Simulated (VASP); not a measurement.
Data:

```
InSb
1.0
    0.00000     3.30532     3.30532
    3.30532     0.00000     3.30532
    3.30532     3.30532     0.00000
In Sb
1 1
Direct
  0.00000   0.00000   0.00000
  0.25000   0.25000   0.25000
```

The numbers are results of revTPSS meta-GGA, VASP's PBE PAW potentials (set 64) (plane waves; VASP), not measurements. Settings: 520 eV cut-off, 10×10×10 Γ-centred mesh, first-order Methfessel-Paxton smearing of 0.10 eV, potentials In_d Sb.

**Question.** Give the stress tensor in GPa (positive for a compressed cell).

**Answer.** 
```
-1.15   0.00   0.00
 0.00  -1.15   0.00
 0.00   0.00  -1.15
```
The pressure is its mean diagonal, -1.15 GPa.

The compound is InSb in the zinc blende structure. This cell is one point of a volume scan, at 1.03 of the reference volume.
